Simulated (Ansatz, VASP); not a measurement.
# CaAl2Si6O16: VASP beside Ansatz, part 2 of 2

One calculation is typed for both programs; each brings its own data sets. How far apart do they land? Of the first pair: The structure shown is frame 98 of Ansatz's trajectory.

VASP 6.6.1 and Ansatz 0.2.0.

So far. Step 3 (VASP: single point, PBE, pair 1): The run ends at a pressure of -0.73 GPa, with forces up to 4.1 eV/Å.

## 6. VASP: single point, PBE, pair 2

Level of this step: PBE; plane waves and PAW (Al, Ca_sv, O, Si) (VASP).

The same cell, functional and mesh now go to VASP, with its own data sets.

File INCAR:

```
SYSTEM = CaAl2Si6O16
PREC = Accurate
ENCUT = 520
EDIFF = 1E-06
NELM = 120
ISMEAR = 0
SIGMA = 0.01
LREAL = Auto
ALGO = Normal
GGA = PE
NBANDS = 344
LORBIT = 11
LWAVE = .FALSE.
LCHARG = .FALSE.
ISIF = 2
LASPH = .TRUE.
GGA_COMPAT = .FALSE.
EFERMI = MIDGAP
NCORE = 2
```

File POSCAR:

```
CaAl2Si6O16
1.0
   10.9699000000      0.0000000000      0.0000000000
    0.0000000000     10.9699000000      0.0000000000
    0.0000000000      0.0000000000     10.9699000000
Al Ca O Si
8 4 64 24
Direct
    0.1793361836      0.6984384543      0.4107421216
    0.0768101806      0.3641418791      0.5395947092
    0.2538765167      0.2594189555      0.6933973874
    0.8793607964      0.8696797601      0.9147850026
    0.6252199200      0.6891676314      0.8800080220
    0.1044038688      0.0668283211      0.5226574536
    0.8763434489      0.0358161879      0.1507488674
    0.7813197933      0.7486850381      0.1026718566
    0.5642257450      0.5905887930      0.1797646287
    0.3935131587      0.6088204997      0.8483486632
    0.4803598939      0.7294688192      0.5382273312
    0.7765248544      0.2591272482      0.5258480023
    0.9243839962      0.4143519996      0.5941804392
    0.7834893664      0.6480369010      0.4758384306
    0.9688784766      0.4338508099      0.1950427989
    0.2379237732      0.7657134523      0.0166182007
    0.0822614609      0.3278881302      0.9809387506
    0.1692358180      0.1161268562      0.9070274114
    0.0210849689      0.4607152299      0.7902533296
    0.6006891585      0.6072708047      0.7395144896
    0.5076527589      0.8007274451      0.8575556751
    0.3809423969      0.1784428299      0.6641172663
    0.2805677353      0.5729222691      0.4217176091
    0.6478363522      0.7882751894      0.1933199026
    0.9735640252      0.1801474945      0.8137448837
    0.3904228844      0.1973126464      0.9362254897
    0.7729787874      0.4359474562      0.3606596232
    0.1367833800      0.2101295363      0.5892669942
    0.1003381982      0.2115971887      0.2365199318
    0.0721610954      0.3821730371      0.3885085552
[... 64 atom lines left out ...]
    0.6937437898      0.5297313558      0.4572876690
    0.8295153101      0.4714901686      0.2181150238
    0.1490168552      0.7178552220      0.9065716187
    0.5446540078      0.8973828385      0.1778502995
    0.8652859187      0.9820600005      0.4359656879
    0.4379073647      0.3029380395      0.3568583123
```

File KPOINTS:

```
Automatic mesh
0
Gamma
1 1 1
0 0 0
```

PAW data sets: Al, Ca_sv, O and Si (PBE family, release 64).

On the command line:

```sh
mpirun -np 8 vasp_gam
```

Numbers of over 12 decimals in the logs are rounded to 6 here.

The log of the run:

```text
[... set-up lines as in an earlier step ...]
 entering main loop
       N       E                     dE             d eps       ncg     rms          rms(c)
DAV:   1     0.544994086545E+04    0.54499E+04   -0.32019E+05   688   0.157E+03
DAV:   2    -0.332358361388E+03   -0.57823E+04   -0.55612E+04   848   0.397E+02
DAV:   3    -0.848605087563E+03   -0.51625E+03   -0.51254E+03   816   0.130E+02
DAV:   4    -0.864610871622E+03   -0.16006E+02   -0.15941E+02   848   0.217E+01
[...]
DAV:  17    -0.756430582529E+03    0.45398E-05   -0.73139E-05   848   0.235E-02    0.106E-02
DAV:  18    -0.756430583247E+03   -0.71850E-06   -0.17737E-05   800   0.871E-03    0.823E-03
DAV:  19    -0.756430582752E+03    0.49527E-06   -0.19827E-06   544   0.563E-03
   1 F= -.75643058E+03 E0= -.75643058E+03  d E =0.000000E+00
```

Parts of OUTCAR (step 6):

```text
  Total       20.9367332    -14.0615448    -14.1855671     12.3853556     23.0442154     14.2058599
  in kB       25.4103996    -17.0661521    -17.2166749     15.0318023     27.9681991     17.2413037
  external PRESSURE =      -2.9574758 kB  Pullay stress =       0.0000000 kB

 POSITION                                       TOTAL-FORCE (eV/Angst)
 -----------------------------------------------------------------------------------
      1.96730      7.66180      4.50580         0.807328      0.298626      1.130332
      0.84260      3.99460      5.91930        -0.800432     -0.718098      1.001557
      2.78500      2.84580      7.60650        -1.010190      1.807652     -0.412654
      9.64650      9.54030     10.03510         0.238025     -0.105859      0.988636
      6.85860      7.56010      9.65360         1.577004      0.722404      0.160109
      1.14530      0.73310      5.73350        -1.298106      0.542671     -1.080642
      9.61340      0.39290      1.65370         0.649934     -0.056374      0.612559
[...]
9.97140     10.73970      3.25030        -0.628211     -0.468954      0.597791
      8.91480      6.69840      1.82270        -0.338634     -1.024308      1.309731
      5.77340      0.29650      5.94600        -0.499498     -0.168625     -0.227082
      3.84610     10.64310     10.17690        -1.147423     -0.326298      0.719748
      2.07600      8.25940      2.87590        -0.333401      0.166856      0.239709
     10.33550      1.01910      5.49630         0.128499     -0.113035      0.243551
[...]
-----------------------------------------------------------------------------------
    total drift:                                0.022569      0.017297     -0.000501

  FREE ENERGIE OF THE ION-ELECTRON SYSTEM (eV)
  ---------------------------------------------------
  free  energy   TOTEN  =      -756.4305827521 eV

  energy  without entropy=     -756.4305827521  energy(sigma->0) =     -756.43058275

[... 2 parts as in an earlier step ...]

[... 1 further part left out ...]
[key lines of the parts left out:]
E-fermi :   4.0079
```

The run ends at a pressure of -0.30 GPa, with forces up to 3.1 eV/Å.

## 7. Differences

Forces on 7 of the 100 atoms, those with the largest forces and the largest differences (eV/Å; atoms numbered as in POSCAR):

```
atom          Ansatz x, y, z            VASP x, y, z
 O13   0.841, -1.328, -1.783   0.876, -1.362, -1.835
 O20    -0.360, 2.913, 0.619    -0.367, 3.002, 0.637
 O37  -0.425, -1.397, -1.942  -0.446, -1.443, -2.014
 O38    1.183, 1.392, -1.697    1.182, 1.399, -1.727
Si84  -0.006, -2.386, -0.048  -0.054, -2.482, -0.061
Si87   -0.780, 2.508, -1.117   -0.786, 2.571, -1.182
Si97   -1.097, 2.515, -1.400   -1.058, 2.514, -1.414
```

The forces differ by 28 meV/Å r.m.s., which is 3.3 % of the r.m.s. force of 0.831 eV/Å (both taken over all components).

## 8. Ansatz: dynamics, PBE

One frame of this run of dynamics is then solved in both programs, so the motion causes no difference.

The structure compared here is frame 294 of Ansatz's trajectory.

File input.yaml:

```yaml
crystal:
  lattice:
    - [10.9699, 0.0, 0.0]
    - [0.0, 10.9699, 0.0]
    - [0.0, 0.0, 10.9699]
  atoms:
    - { symbol: Al, position: [0.17482, 0.70882, 0.40523] }
    - { symbol: Al, position: [0.05976, 0.35717, 0.53534] }
    - { symbol: Al, position: [0.25011, 0.27452, 0.67423] }
    - { symbol: Al, position: [0.88308, 0.85172, 0.91072] }
    - { symbol: Al, position: [0.62663, 0.68315, 0.88345] }
    - { symbol: Al, position: [0.09866, 0.07944, 0.52112] }
    - { symbol: Al, position: [0.87346, 0.02067, 0.15688] }
    - { symbol: Al, position: [0.77896, 0.74725, 0.10321] }
    - { symbol: Ca, position: [0.57067, 0.61455, 0.19918] }
    - { symbol: Ca, position: [0.40191, 0.55815, 0.84559] }
    - { symbol: Ca, position: [0.454, 0.744, 0.52396] }
    - { symbol: Ca, position: [0.78664, 0.2675, 0.49969] }
    - { symbol: O, position: [0.92904, 0.41391, 0.5796] }
    - { symbol: O, position: [0.77423, 0.63827, 0.49593] }
    - { symbol: O, position: [0.9644, 0.4322, 0.20472] }
    - { symbol: O, position: [0.22105, 0.7761, 0.02707] }
    - { symbol: O, position: [0.07591, 0.32817, 0.96861] }
    - { symbol: O, position: [0.15902, 0.11184, 0.93361] }
    - { symbol: O, position: [0.01813, 0.45751, 0.78772] }
    - { symbol: O, position: [0.60794, 0.59196, 0.7566] }
    - { symbol: O, position: [0.51996, 0.80063, 0.87412] }
    - { symbol: O, position: [0.36968, 0.16035, 0.67734] }
    - { symbol: O, position: [0.28574, 0.59142, 0.41908] }
    - { symbol: O, position: [0.64925, 0.80357, 0.17996] }
    - { symbol: O, position: [0.94116, 0.182, 0.83647] }
    - { symbol: O, position: [0.37153, 0.20442, 0.95184] }
    - { symbol: O, position: [0.75571, 0.45624, 0.34889] }
    - { symbol: O, position: [0.1327, 0.2271, 0.58917] }
    - { symbol: O, position: [0.13179, 0.22175, 0.21619] }
    - { symbol: O, position: [0.06768, 0.36268, 0.38262] }
[... 64 atom lines left out ...]
    - { symbol: Si, position: [0.68164, 0.5311, 0.45794] }
    - { symbol: Si, position: [0.82924, 0.46764, 0.21964] }
    - { symbol: Si, position: [0.15466, 0.73191, 0.90695] }
    - { symbol: Si, position: [0.54907, 0.90817, 0.1749] }
    - { symbol: Si, position: [0.86074, 0.99371, 0.43765] }
    - { symbol: Si, position: [0.4314, 0.3029, 0.35779] }
kpoints:
  mp_grid: { grid: [1, 1, 1] }
hamiltonian:
  xc: pbe
scf:
  occupations: { method: fixed }
output:
  forces: true
md:
  timestep: 1.0
  n_steps: 294
  ensemble: nvt_langevin
  temperature: 300
  initial_velocities: maxwell_boltzmann
  seed: 4582
```

On the command line:

```sh
ansatz run input.yaml --threads 4 --pin off --max-ram 8192MiB --backend cpu --events-out ev --progress --plain --runs-dir out
```

The log of the run:

```text
[...]
Crystal: 100 atoms, lattice volume = 1320.104 Å³
Basis set: ecut = 420 eV, 25725 PW (Γ), exchange–correlation on 150×150×150 points (8 copies of the dense FFT grid, shifted against one another)
Bands: 372, of which v1, the nominal top of the filled ones, is band 272 counted from 1 (271 counted from 0)
Symmetry: 1 space group operations
k-points: 1
[...]
atom   7  Al    -1.36611910    -1.53487384    -0.45186884
  atom   8  Al     0.09818374     0.34180303    -0.28355654
[...]
atom  97  Si    -0.72538586     1.43388734     0.69072097
  atom  98  Si    -1.98236795     0.18822558    -0.72582185
  atom  99  Si    -0.51401704     0.76524981     1.03586490
  atom 100  Si     0.36338509    -1.16053552    -0.20629721
  max |Σ_I F_I| component: 9.98e-5 eV/Å
--- MD trajectory: 294 steps, t = 0.0 → 294.0 fs ---
[...]
[key lines of the parts left out:]
SCF converged after 8 iterations
Free energy (F): -63254.811441 eV
Fermi energy:    4.166463 eV
```

## 9. VASP: single point, PBE, pair 3

The same cell, functional and mesh now go to VASP, with its own data sets.

INCAR is that of step 6.

File POSCAR:

```
CaAl2Si6O16
1.0
   10.9699000000      0.0000000000      0.0000000000
    0.0000000000     10.9699000000      0.0000000000
    0.0000000000      0.0000000000     10.9699000000
Al Ca O Si
8 4 64 24
Direct
    0.1759177385      0.6973172044      0.4130393167
    0.0754792660      0.3643880072      0.5280449229
    0.2513514253      0.2800207841      0.6801247049
    0.8784400952      0.8678383577      0.9257149108
    0.6188023592      0.6981376312      0.8954046983
    0.1054521919      0.0706114003      0.5240065999
    0.8855869242      0.0379766452      0.1623989280
    0.7819396713      0.7515565320      0.1126992953
    0.5731410496      0.5823754091      0.1938303904
    0.3856370614      0.5664591291      0.8485492119
    0.4673789187      0.7476458309      0.5505337332
    0.7821037566      0.2501299009      0.5322564472
    0.9351589349      0.4052726096      0.5841803480
    0.7724591838      0.6728776014      0.4822286438
    0.9652868303      0.4287732796      0.2007493231
    0.2438946572      0.7605083000      0.0173565848
    0.0635192664      0.3343695020      0.9835823481
    0.1704391107      0.1288434717      0.9228981121
    0.0112216155      0.4869871193      0.7988495793
    0.6251196456      0.6222025725      0.7505537881
    0.5129399539      0.8125233594      0.8640552785
    0.3574143793      0.1639212755      0.6697144003
    0.2822541682      0.5738885496      0.4248352310
    0.6384196757      0.7944010429      0.1778685312
    0.9619868914      0.1732376776      0.8260057065
    0.3941968477      0.2025086829      0.9413668311
    0.7457223858      0.4596942543      0.3570862086
    0.1216328317      0.2191633470      0.6027949206
    0.0986791128      0.2107402985      0.2384433769
    0.0784783818      0.3912615429      0.3836133420
[... 64 atom lines left out ...]
    0.6849743389      0.5537607453      0.4606331872
    0.8238634810      0.4661209309      0.2263831029
    0.1495820381      0.7227777828      0.9058423504
    0.5371243129      0.8991057348      0.1736570069
    0.8726241807      0.9872742687      0.4405965414
    0.4431034011      0.3043236493      0.3615347451
```

KPOINTS is that of step 6.

On the command line:

```sh
mpirun -np 8 vasp_gam
```

The log of the run:

```text
[... set-up lines as in an earlier step ...]
 entering main loop
       N       E                     dE             d eps       ncg     rms          rms(c)
DAV:   1     0.544224593723E+04    0.54422E+04   -0.32049E+05   696   0.157E+03
DAV:   2    -0.344975800462E+03   -0.57872E+04   -0.55706E+04   856   0.397E+02
DAV:   3    -0.851480375510E+03   -0.50650E+03   -0.50304E+03   816   0.128E+02
DAV:   4    -0.865062538836E+03   -0.13582E+02   -0.13517E+02   848   0.214E+01
[...]
DAV:  17    -0.756837213053E+03    0.41677E-05   -0.87160E-05   824   0.252E-02    0.962E-03
DAV:  18    -0.756837213675E+03   -0.62197E-06   -0.16130E-05   808   0.807E-03    0.880E-03
DAV:  19    -0.756837212698E+03    0.97769E-06   -0.17770E-06   560   0.656E-03
   1 F= -.75683721E+03 E0= -.75683721E+03  d E =0.000000E+00
```

Parts of OUTCAR (step 9):

```text
  Total       24.6449996    -14.4369972     -0.2850697     10.8309004     18.3824777     15.2829219
  in kB       29.9110316    -17.5218294     -0.3459821     13.1451982     22.3103624     18.5485075
  external PRESSURE =       4.0144067 kB  Pullay stress =       0.0000000 kB

 POSITION                                       TOTAL-FORCE (eV/Angst)
 -----------------------------------------------------------------------------------
      1.92980      7.64950      4.53100         0.900634      0.089999     -0.243202
      0.82800      3.99730      5.79260         1.248948     -1.210168      2.678193
      2.75730      3.07180      7.46090        -0.493810     -0.412373      0.893402
      9.63640      9.52010     10.15500         0.596500     -0.834807      0.202274
      6.78820      7.65850      9.82250         0.544846     -0.396677      0.151544
      1.15680      0.77460      5.74830        -0.130703      0.656292      2.008698
      9.71480      0.41660      1.78150        -1.368278     -1.573961     -0.440016
      8.57780      8.24450      1.23630         0.095113      0.313477     -0.252668
      6.28730      6.38860      2.12630         0.206099      0.239059     -0.340672
[...]
9.96640     10.64960      3.29740         0.296757     -0.436388      1.501664
      8.87770      6.67370      1.97390        -0.590289      0.223235      0.207313
      5.59840      0.17920      5.86950         0.332486      0.620075     -0.023281
      3.67610     10.62300     10.27680         1.764773      0.542070     -0.116566
[...]
-----------------------------------------------------------------------------------
    total drift:                                0.014846      0.015135     -0.007307

  FREE ENERGIE OF THE ION-ELECTRON SYSTEM (eV)
  ---------------------------------------------------
  free  energy   TOTEN  =      -756.8372126975 eV

  energy  without entropy=     -756.8372126975  energy(sigma->0) =     -756.83721270

[... 2 parts as in an earlier step ...]

[... 1 further part left out ...]
[key lines of the parts left out:]
E-fermi :   4.1519
```

The run ends at a pressure of 0.40 GPa, with forces up to 3.2 eV/Å.

## 10. Differences

Forces on 10 of the 100 atoms, those with the largest forces and the largest differences (eV/Å; atoms numbered as in POSCAR):

```
atom         Ansatz x, y, z           VASP x, y, z
 Al2   1.246, -1.206, 2.641   1.249, -1.210, 2.678
 O13   -1.626, 1.012, 1.590   -1.621, 1.021, 1.595
 O46   -0.549, 0.002, 1.315  -0.591, -0.010, 1.392
 O63  0.139, -0.728, -0.247  0.066, -0.691, -0.247
 O69   -1.261, 0.996, 0.195   -1.351, 1.030, 0.173
Si84  -0.241, 2.445, -0.367  -0.303, 2.397, -0.362
Si88   -1.286, 2.417, 1.570   -1.304, 2.493, 1.583
Si89  1.362, -1.756, -1.173  1.392, -1.774, -1.165
Si90    2.157, 0.911, 0.325    2.220, 0.924, 0.302
Si91   1.035, -1.990, 1.342   1.041, -1.971, 1.281
```

The forces differ by 27 meV/Å r.m.s., which is 3.2 % of the r.m.s. force of 0.836 eV/Å (both taken over all components).

## 11. What came out

| Quantity | Value |
| --- | --- |
| r.m.s. force difference (single point, PBE, pair 1) | 2.9 % of the r.m.s. force |
| r.m.s. force difference (single point, PBE, pair 2) | 3.3 % of the r.m.s. force |
| r.m.s. force difference (single point, PBE, pair 3) | 3.2 % of the r.m.s. force |

The r.m.s. force difference is 3.3 % of the r.m.s. force (single point, PBE, pair 2), beyond the 3 % picked in this series as the mark of a large difference. What causes the difference of the single point, PBE, pair 2 pair stays open here. What causes the difference of the single point, PBE, pair 3 pair stays open here. How closely two codes agree says nothing of how well the functional describes the real material.

[Lines on the potential files, build, host, timing and source positions are cut from VASP's logs without a mark.]

[Logs are printed without paths, hosts, clocks, repeated set-up lines and the standing remarks that a program may print on its own settings, such as how far it seeks lower states.]

[Hosts, paths, dates, database ids (printed as entryN), source tags and the programs' standing remarks are cut or masked in the printed files.]
